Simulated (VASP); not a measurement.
A run of VASP 6.6.1 is set up as follows.

File INCAR:

```
ALGO = Fast ; EDIFF = 1E-4
EDIFFG = -0.08 ; ENCUT = 520
GGA = PE ; IBRION = 2
ISIF = 3 ; ISMEAR = 0
LASPH = T ; LCHARG = F
LREAL = F ; LWAVE = F
NELM = 60 ; NSW = 24
PREC = Normal ; SIGMA = 0.15
```

File KPOINTS:

```
k-points
0
Gamma
  4 4 4
```

The input POSCAR:

```
ZnCd2SeS2
1.0
    2.0746027600      1.1977724600      9.8005534400
   -2.0746027600      1.1977724600      9.8005534400
    0.0000000000     -2.3955449200      9.8005534400
Zn Cd Se S
1 2 1 2
Direct
    0.5000000000      0.5000000000      0.5000000000
    0.4359999900      0.4359999900      0.4359999900
    0.5640000100      0.5640000100      0.5640000100
    0.0000000000      0.0000000000      0.0000000000
    0.7466999900      0.7466999900      0.7466999900
    0.2533000100      0.2533000100      0.2533000100
```

Potentials or basis: VASP PAW PBE potentials, release 64 (Zn, Cd, Se, S).

Command:

```console
$ cat potpaw_PBE.64/Zn/POTCAR potpaw_PBE.64/Cd/POTCAR potpaw_PBE.64/Se/POTCAR potpaw_PBE.64/S/POTCAR > POTCAR
$ mpirun -np 1 vasp_std > vasp.out
```

Problem. Estimate the relaxed cell.

Solution. a = 15.447 Å, b = 15.447 Å, c = 15.447 Å, α = 15.63°, β = 15.63°, γ = 15.63°.

Problem. What does it give for the space group after relaxing (to 0.05 Å)?

Solution. R-3m (No. 166).

Problem. Predict the band gap on the k mesh.

Solution. None (metal or under the smearing width).

Step by step:
| step | energy change (eV) | largest force (eV/Å) | pressure (GPa) | volume (Å³) |
| --- | --- | --- | --- | --- |
| 1 | 0.0000 | 15.6747 | 23.91 | 146.12 |
| 2 | 34.2181 | 0.4406 | 6.10 | 225.42 |
| 3 | -3.8357 | 0.4459 | 0.20 | 225.36 |
| 4 | -7.2628 | 0.0549 | 0.47 | 223.73 |
| 5 | -7.2706 | 0.2935 | 0.38 | 225.27 |
| 6 | -7.2716 | 0.4704 | 0.32 | 226.17 |
| 7 | -7.2828 | 0.3788 | 0.31 | 227.16 |
| 8 | -7.3070 | 0.0420 | 0.00 | 230.10 |
| 9 | -7.2825 | 1.0884 | -0.31 | 235.96 |
| 10 | -7.3112 | 0.2100 | -0.01 | 231.36 |
| 11 | -7.3116 | 0.3128 | -0.13 | 231.92 |
| 12 | -7.3161 | 0.2011 | 0.05 | 232.43 |
| 13 | -7.3165 | 0.1465 | 0.05 | 232.65 |
| 14 | -7.3164 | 0.1327 | 0.09 | 232.72 |
| 15 | -7.3165 | 0.1489 | -0.02 | 232.68 |
| 16 | -7.3165 | 0.1531 | 0.08 | 232.66 |
| 17 | -7.3177 | 0.0531 | 0.06 | 233.14 |

Caveat: the k mesh is coarse (spacing up to 0.44 Å⁻¹), so the values aren't converged; the volume moved by over 15 % at a fixed basis, so the end points are rough.
